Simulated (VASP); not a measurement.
Given:

```yaml
crystal:
  lattice:
    - [0.00000, 1.84365, 1.84365]
    - [1.84365, 0.00000, 1.84365]
    - [1.84365, 1.84365, 0.00000]
  atoms:
    - { symbol: B, position: [0.00000, 0.00000, 0.00000] }
    - { symbol: N, position: [0.25000, 0.25000, 0.25000] }
```

All values below come from PBE GGA with spin-orbit coupling, VASP's PBE PAW potentials (set 64) (plane waves; VASP). Run with 520 eV cut-off, 11×11×11 Γ-centred mesh, Gaussian smearing of 0.050 eV, potentials B N.

**Question.** Predict the energy per atom (σ→0), pressure.

**Answer.** 
```yaml
energy per atom (σ→0): -8.709 eV/atom
pressure: -17.17 GPa
```

Total energies compare only between runs with the same potentials, cut-off and functional.

The compound is BN in the zinc blende structure. The cell was not relaxed at this level. The run is one of a series of settings (GGA_COMPAT = .FALSE., LSORBIT = .TRUE., MAGMOM = 0 0 0 0 0 0, program vasp_ncl against the base run), some of them coarse on purpose.
